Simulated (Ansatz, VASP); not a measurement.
# Cross-check of Si9Ge28H28 (H-capped Ge nanowire along [001] with a Si core) between VASP and Ansatz

One calculation is typed for both programs; each brings its own data sets. How far apart do they land? The cell is taken from a series of runs on this material, whose earlier steps may have relaxed, scaled, displaced or heated it; both programs get it as it stands.

Method: plane waves, with VASP 6.6.1 beside it; single point at PBE, in Ansatz 0.2.0.

## (1) The starting structure

The cell holds 65 atoms: 28 Ge, 9 Si and 28 H. Its edges and angles: a = 26.501 Å, b = 26.501 Å, c = 5.658 Å, α = 90.0°, β = 90.0°, γ = 90.0°. It derives from Ge (diamond-structure). As first built, before any earlier steps moved the atoms (in the runner's words): round section of size parameter 6.53 A cut from diamond-structure Ge (a = 5.658 A) along [001], 1 periods, broken bonds capped with H, Si core of radius 3.59 A. Vacuum lies along a and b. The structure's axis is c.

## (2) Ansatz: single point, PBE

Ansatz runs on its PAW soft_1 files.

A single point gives forces, pressure and levels at one fixed geometry, so differences don't come from the geometry; what else differs is listed under the comparison.

input.yaml reads:

```yaml
crystal:
  lattice:
    - [26.50091, 0.0, 0.0]
    - [0.0, 26.50091, 0.0]
    - [0.0, 0.0, 5.658]
  atoms:
    - { symbol: Ge, position: [0.3507, 0.35075, 0.25019] }
    - { symbol: Ge, position: [0.35166, 0.42553, 0.50475] }
    - { symbol: Ge, position: [0.27085, 0.42948, 0.71806] }
    - { symbol: Ge, position: [0.27407, 0.49996, 0.99752] }
    - { symbol: Ge, position: [0.35182, 0.49994, 0.24002] }
    - { symbol: Ge, position: [0.35169, 0.57435, 0.50479] }
    - { symbol: Ge, position: [0.27089, 0.57046, 0.71821] }
    - { symbol: Ge, position: [0.3508, 0.64914, 0.25028] }
    - { symbol: Ge, position: [0.49984, 0.27403, 0.50293] }
    - { symbol: Ge, position: [0.42935, 0.27087, 0.78233] }
    - { symbol: Ge, position: [0.42548, 0.35166, 0.99573] }
    - { symbol: Ge, position: [0.4999, 0.35178, 0.26044] }
    - { symbol: Si, position: [0.49992, 0.42724, 0.50348] }
    - { symbol: Si, position: [0.42693, 0.42693, 0.75024] }
    - { symbol: Si, position: [0.42728, 0.49992, 0.99699] }
    - { symbol: Si, position: [0.49994, 0.49989, 0.25024] }
    - { symbol: Si, position: [0.49996, 0.57254, 0.50348] }
    - { symbol: Si, position: [0.42697, 0.5729, 0.75022] }
    - { symbol: Ge, position: [0.42557, 0.64817, 0.99565] }
    - { symbol: Ge, position: [0.49997, 0.64799, 0.26039] }
    - { symbol: Ge, position: [0.49999, 0.72575, 0.50287] }
    - { symbol: Ge, position: [0.42952, 0.72898, 0.78233] }
    - { symbol: Ge, position: [0.57031, 0.2708, 0.78243] }
    - { symbol: Ge, position: [0.57431, 0.35161, 0.9957] }
    - { symbol: Ge, position: [0.64908, 0.35064, 0.25032] }
    - { symbol: Ge, position: [0.64817, 0.42544, 0.50476] }
    - { symbol: Si, position: [0.57291, 0.42688, 0.75026] }
    - { symbol: Si, position: [0.57259, 0.49987, 0.99702] }
    - { symbol: Ge, position: [0.64805, 0.49985, 0.24006] }
    - { symbol: Ge, position: [0.64823, 0.57426, 0.50481] }
    - { symbol: Si, position: [0.57295, 0.57286, 0.75024] }
    - { symbol: Ge, position: [0.5744, 0.64813, 0.99569] }
    - { symbol: Ge, position: [0.64916, 0.64905, 0.25033] }
    - { symbol: Ge, position: [0.57047, 0.72894, 0.78237] }
    - { symbol: Ge, position: [0.72897, 0.42933, 0.71817] }
    - { symbol: Ge, position: [0.7258, 0.49981, 0.99757] }
    - { symbol: Ge, position: [0.72902, 0.57031, 0.71821] }
    - { symbol: H, position: [0.30129, 0.35085, 0.10529] }
    - { symbol: H, position: [0.35077, 0.30133, 0.39502] }
    - { symbol: H, position: [0.25694, 0.37801, 0.82805] }
    - { symbol: H, position: [0.22985, 0.44186, 0.53147] }
    - { symbol: H, position: [0.22701, 0.49997, 0.16069] }
    - { symbol: H, position: [0.22987, 0.55815, 0.53163] }
    - { symbol: H, position: [0.25706, 0.62194, 0.82828] }
    - { symbol: H, position: [0.30137, 0.64911, 0.10555] }
    - { symbol: H, position: [0.35097, 0.69855, 0.39517] }
    - { symbol: H, position: [0.49984, 0.22695, 0.33983] }
    - { symbol: H, position: [0.37786, 0.25705, 0.67237] }
    - { symbol: H, position: [0.44168, 0.22983, 0.96884] }
    - { symbol: H, position: [0.50002, 0.77283, 0.3398] }
    - { symbol: H, position: [0.37804, 0.74287, 0.67245] }
    - { symbol: H, position: [0.44191, 0.76997, 0.96893] }
    - { symbol: H, position: [0.62179, 0.25686, 0.67261] }
    - { symbol: H, position: [0.55791, 0.22983, 0.96914] }
    - { symbol: H, position: [0.69851, 0.3507, 0.10552] }
    - { symbol: H, position: [0.64895, 0.30124, 0.39526] }
    - { symbol: H, position: [0.69859, 0.64898, 0.10562] }
    - { symbol: H, position: [0.64903, 0.69845, 0.39532] }
    - { symbol: H, position: [0.62195, 0.74283, 0.67251] }
    - { symbol: H, position: [0.55808, 0.76993, 0.96899] }
    - { symbol: H, position: [0.74282, 0.37784, 0.82819] }
    - { symbol: H, position: [0.77, 0.44167, 0.53166] }
    - { symbol: H, position: [0.77287, 0.4998, 0.16073] }
    - { symbol: H, position: [0.77004, 0.55795, 0.53164] }
    - { symbol: H, position: [0.7429, 0.62178, 0.82822] }
kpoints:
  mp_grid: { grid: [1, 1, 2] }
hamiltonian:
  xc: pbe
  pseudopotentials: { kind: paw, azcp: { folder: soft_1 } }
scf:
  occupations: { method: fixed }
output:
  forces: true
  populations: true
  dos:
    method: { smearing: { sigma: 0.15 } }
    de: 0.1
    projected:
      site_lists:
        Ge: [Ge]
        H: [H]
        Si: [Si]
        wire: [0, 1, 2, 3, 4, 5, 6, 7, 8, 9, 10, 11, 12, 13, 14, 15, 16, 17, 18, 19, 20, 21, 22, 23, 24, 25, 26, 27, 28, 29, 30, 31, 32, 33, 34, 35, 36]
        hydrogen: [37, 38, 39, 40, 41, 42, 43, 44, 45, 46, 47, 48, 49, 50, 51, 52, 53, 54, 55, 56, 57, 58, 59, 60, 61, 62, 63, 64]
  eigenvalues: true
  write_density: true
  write_potential: true
  volumetric_format: npy
  elf: true
```

Command:

```console
> ansatz run input.yaml --threads 16 --pin off --max-ram 31232MiB --backend cpu --events-out ev --progress --plain --runs-dir out
```

Numbers of over 12 decimals in the logs are rounded to 6 here.

Log:

```text
Engine: ansatz 0.2.0, aarch64-unknown-linux-gnu
Pseudopotentials: kind: paw
Pseudopotential: Ge, paw, valence charge 14, recommended cutoff 420 eV (normal), soft_1/Ge.paw.azcp
Pseudopotential: Si, paw, valence charge 4, recommended cutoff 420 eV (normal), soft_1/Si.paw.azcp
Pseudopotential: H, paw, valence charge 1, recommended cutoff 420 eV (normal), soft_1/H.paw.azcp
Functional definition: PBE
  parameter kappa = 0.804
  parameter beta = 0.066725
  exchange = pbe_x(kappa = kappa, mu = beta*pi^2/3)
  correlation = pbe_c(beta = beta)
Crystal: 65 atoms, lattice volume = 3973.603 Å³
Basis set: ecut = 420 eV, 77807 PW (Γ), exchange–correlation on 360×360×80 points (8 copies of the dense FFT grid, shifted against one another)
Bands: 293, of which v1, the nominal top of the filled ones, is band 228 counted from 1 (227 counted from 0)
Symmetry: 1 space group operations
Space group: P1 (ITA 1), of the structure as read, at distance tolerance 1.6e-4 Å
k-points: 2
Non-local potential: Ge, projectors of the file, l = 0: 2, l = 1: 2, l = 2: 3, l = 3: 1
Non-local potential: Si, projectors of the file, l = 0: 2, l = 1: 2, l = 2: 1
Non-local potential: H, projectors of the file, l = 0: 2, l = 1: 1
PAW form: soft (Blöchl's): semilocal exchange-correlation on the pseudo side does not see the compensation charge
PAW one-centre angular grid: Ge, 590 points (default); XC on 64 Gauss nodes
PAW one-centre angular grid: Si, 110 points (default); XC on 64 Gauss nodes
PAW one-centre angular grid: H, 110 points (default); XC on 64 Gauss nodes
Initial density: superposition of atomic densities (neutral atoms: chi_scale 0, normalization atom)
Initial wavefunctions: pseudopotential atomic-orbital guess
Functional: x = pbe(κ = 0.804, μ = 0.219515), c = pbe(β = 0.066725)
SCF iter   1: F=—  HF=-126427.051834 eV  |F-HF|=—  |Δ(HF+E_count)|=         —  Δρ=2.89e-2  dr2=2.77e1  ethr=3.10e-3  ⟨swp⟩=6.0  Hψ=1876  notcnv=0  defer=119
preconditioner: auto → Resta (q_TF=auto, 1.902 Å⁻¹)  ε∞=1.7  [insulator: Δε(μ)=2.180 eV  Ē_g=9.294 eV  n_scr=470 (ndim 8)  ℏωp=7.8 eV  f_vac=0.683  ε∞_Penn≈1.7  vacuum switching on, ρ_ref=6.3e-3 e/Å³]
SCF iter   2: F=—  HF=-126421.167310 eV  |F-HF|=—  |Δ(HF+E_count)|=    5.88e0  Δρ=1.30e-2  dr2=6.39e0  ethr=3.10e-3  ⟨swp⟩=2.5  Hψ=789  notcnv=0  defer=124
SCF iter   3: F=—  HF=-126420.160087 eV  |F-HF|=—  |Δ(HF+E_count)|=    1.01e0  Δρ=3.06e-3  dr2=3.28e0  ethr=1.40e-3  ⟨swp⟩=3.5  Hψ=666  notcnv=0  defer=123
SCF iter   4: F=—  HF=-126419.721505 eV  |F-HF|=—  |Δ(HF+E_count)|=   4.39e-1  Δρ=1.36e-3  dr2=4.38e-1  ethr=7.19e-4  ⟨swp⟩=3.0  Hψ=757  notcnv=0  defer=123
SCF iter   5: F=—  HF=-126419.678529 eV  |F-HF|=—  |Δ(HF+E_count)|=   4.30e-2  Δρ=7.31e-4  dr2=1.37e-2  ethr=9.60e-5  ⟨swp⟩=4.0  Hψ=569  notcnv=0  defer=125
SCF iter   6: F=—  HF=-126419.687640 eV  |F-HF|=—  |Δ(HF+E_count)|=   9.11e-3  Δρ=2.05e-4  dr2=1.60e-3  ethr=3.01e-6  ⟨swp⟩=3.0  Hψ=652  notcnv=0  defer=125
SCF iter   7: F=—  HF=-126419.689010 eV  |F-HF|=—  |Δ(HF+E_count)|=   1.37e-3  Δρ=4.25e-5  dr2=9.36e-5  ethr=3.51e-7  ⟨swp⟩=2.5  Hψ=1014  notcnv=0  defer=125
SCF iter   8: F=—  HF=-126419.688590 eV  |F-HF|=—  |Δ(HF+E_count)|=   4.20e-4  Δρ=1.65e-5  dr2=1.14e-5  ethr=2.05e-8  ⟨swp⟩=2.0  Hψ=1039  notcnv=0  defer=125
SCF iter   9: F=—  HF=-126419.688608 eV  |F-HF|=—  |Δ(HF+E_count)|=   1.82e-5  Δρ=5.97e-6  dr2=6.60e-6  ethr=2.51e-9  ⟨swp⟩=2.0  Hψ=920  notcnv=0  defer=125
SCF iter  10: F=—  HF=-126419.688609 eV  |F-HF|=—  |Δ(HF+E_count)|=   8.36e-7  Δρ=2.52e-6  dr2=1.97e-6  ethr=1.45e-9  ⟨swp⟩=2.0  Hψ=589  notcnv=0  defer=125
SCF iter  11: F=-126419.688609 eV  HF=-126419.688609 eV  |F-HF|=6.55e-8  |Δ(HF+E_count)|=   8.47e-9  Δρ=1.02e-6  dr2=7.45e-8  ethr=2.19e-11  ⟨swp⟩=26.0  Hψ=6213  notcnv=0
SCF 1 converged in 11 iterations: F = -126419.688609 eV  dr2 = 7.45e-8
  greatest PAW one-centre occupation: 0.998 electrons in one spin orbital (limit 2), on the Ge atom at site 21 (counted from 0), in its partial waves of l = 2
[...]
atom  43  H      0.00034844     0.00053414     0.00062433
  atom  44  H      0.00051887    -0.00178085     0.00173173
  atom  45  H      0.00021204    -0.00169055    -0.00078378
  atom  46  H      0.00104266    -0.00076147     0.00037833
  atom  47  H     -0.00034725    -0.00014293     0.00323384
  atom  48  H      0.00092099    -0.00014057    -0.00234994
  atom  49  H     -0.00142083     0.00275721    -0.00234275
  atom  50  H     -0.00029800     0.00120780     0.00211193
  atom  51  H      0.00118267     0.00004772    -0.00185223
  atom  52  H     -0.00098779     0.00015550    -0.00018347
  atom  53  H     -0.00333901     0.00107554    -0.00180826
  atom  54  H      0.00075446     0.00079584    -0.00135920
  atom  55  H     -0.00285568     0.00139483     0.00103757
  atom  56  H     -0.00178606    -0.00045679     0.00089315
  atom  57  H      0.00062141    -0.00119477    -0.00141505
  atom  58  H     -0.00112474    -0.00142252    -0.00071347
  atom  59  H     -0.00045284     0.00013697    -0.00235580
  atom  60  H      0.00142433    -0.00052412    -0.00084754
  atom  61  H     -0.00150179     0.00495453     0.00029058
  atom  62  H     -0.00139268    -0.00116654     0.00099129
  atom  63  H      0.00050399    -0.00011351    -0.00324786
  atom  64  H     -0.00295850     0.00158952     0.00267520
  atom  65  H     -0.00044035    -0.00101133     0.00239724
  max |Σ_I F_I| component: 4.23e-6 eV/Å
--- Band table (eV) ---
  k-point 0: bands = [... 224 lower, -2.7512, -2.7510, -2.6826, -2.5992, -0.5328, -0.4903, -0.4900, -0.2575, ... 61 higher]
  k-point 1: bands = [... 224 lower, -3.1838, -3.1838, -3.0454, -3.0355, -0.5304, -0.2186, -0.0988, -0.0984, ... 61 higher]
--- Löwdin populations: 65 sites ---
  site symbol       q [e]
     0     Ge     13.8723
     1     Ge     14.0155
     2     Ge     13.8679
     3     Ge     13.9359
     4     Ge     14.0031
     5     Ge     14.0155
     6     Ge     13.8678
     7     Ge     13.8724
     8     Ge     13.9359
     9     Ge     13.8678
    10     Ge     14.0155
    11     Ge     14.0031
    12     Si      3.9433
    13     Si      3.9181
    14     Si      3.9432
    15     Si      3.9679
    16     Si      3.9432
    17     Si      3.9181
    18     Ge     14.0155
    19     Ge     14.0031
    20     Ge     13.9359
    21     Ge     13.8678
    22     Ge     13.8679
    23     Ge     14.0155
[...]
57      H      1.0162
    58      H      1.0090
    59      H      1.0154
    60      H      1.0091
    61      H      1.0154
    62      H      1.0063
    63      H      1.0154
    64      H      1.0090
  spilling = 0.004219 (of n_electrons = 456.000000)
```

The column dr2 measures how far the density is from self-consistency, as an energy; F and HF (Harris–Foulkes) agree once it is small.

(Continued in part 2 of 2.)

[Lines on the potential files, build, host, timing and source positions are cut from VASP's logs without a mark.]

[Logs are printed without paths, hosts, clocks, repeated set-up lines and the standing remarks that a program may print on its own settings, such as how far it seeks lower states.]

[Hosts, paths, dates, database ids (printed as entryN), source tags and the programs' standing remarks are cut or masked in the printed files.]
